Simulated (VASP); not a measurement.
Wanted: the native input for a VASP 6.6.1 run.

```yaml
Task: single point
Functional: PBEsol
Potentials_or_basis: VASP PAW PBE potentials, release 64 (Fe, O, P, K_sv)
Cutoff: 520 eV
k_mesh: 6 × 6 × 3
Occupations: methfessel-paxton, width 0.2839 eV
Spin: no spin polarisation
Dipole_correction: no
Further_INCAR_settings: ALGO = Fast; EDIFF = 1e-06; NBANDS = 50
```

The structure of KFeP2O8 lies in POSCAR:

```
KFeP2O8
1.0
    4.2380262500      2.5523813500      0.0000000000
    4.2380262500     -2.5523813500      0.0000000000
    0.4831470800      0.0000000000     -8.6147784200
Fe O P K
1 8 2 1
Direct
    0.0000000000      0.0000000000      0.5000000000
    0.7888000000      0.7888000000      0.5811000000
    0.2112000000      0.2112000000      0.4189000000
    0.6787000000      0.6787000000      0.8510000000
    0.3213000000      0.3213000000      0.1490000000
    0.3119000000      0.7859000000      0.6478000000
    0.2141000000      0.6881000000      0.3522000000
    0.6881000000      0.2141000000      0.3522000000
    0.7859000000      0.3119000000      0.6478000000
    0.6436000000      0.6436000000      0.6925000000
    0.3564000000      0.3564000000      0.3075000000
    0.0000000000      0.0000000000      0.0000000000
```

The cell was built by a generator and needn't be a form met in nature.

One way to write it, as run:

INCAR

```
SYSTEM = KFeP2O8
  PREC = Accurate
  ENCUT = 520
  EDIFF = 1E-6
  ISMEAR = 1
  SIGMA = 0.2839
  LREAL = .FALSE.
  LASPH = .TRUE.
  NELM = 100
  ALGO = Fast
  ISIF = 2
  LWAVE = .FALSE.
  LCHARG = .TRUE.
  GGA = PS
  LELF = .TRUE.
  LVHAR = .TRUE.
  NBANDS = 50
```

KPOINTS

```
regular mesh
0
G
  6 6 3
  0 0 0
```

Potentials or basis: VASP PAW PBE potentials, release 64 (Fe, O, P, K_sv).

The run is started by

```sh
$ cat potpaw_PBE.64/Fe/POTCAR potpaw_PBE.64/O/POTCAR potpaw_PBE.64/P/POTCAR potpaw_PBE.64/K_sv/POTCAR > POTCAR
$ mpirun -np 1 vasp_std > vasp.out
```

It gave:

```json
{
  "Pressure": "3.6 GPa",
  "Largest force": "5.707 eV/Å",
  "Band gap on the k mesh": "none (metal or under the smearing width)"
}
```

Caveat: the PAW data sets were made with another functional, which shifts forces and pressure a little; an odd number of electrons without spin polarisation forces a metal; a magnetic or distorted state may lie lower; the run has no spin polarisation, though such a crystal can be magnetic; semilocal functionals often make such compounds metallic where correlation or magnetic order opens a gap, which also shifts bond lengths.

It took 11 min on 1 thread of Intel(R) Xeon(R) Platinum 8488C (Sapphire Rapids), with other jobs on the host, peak memory 0.49 GiB.
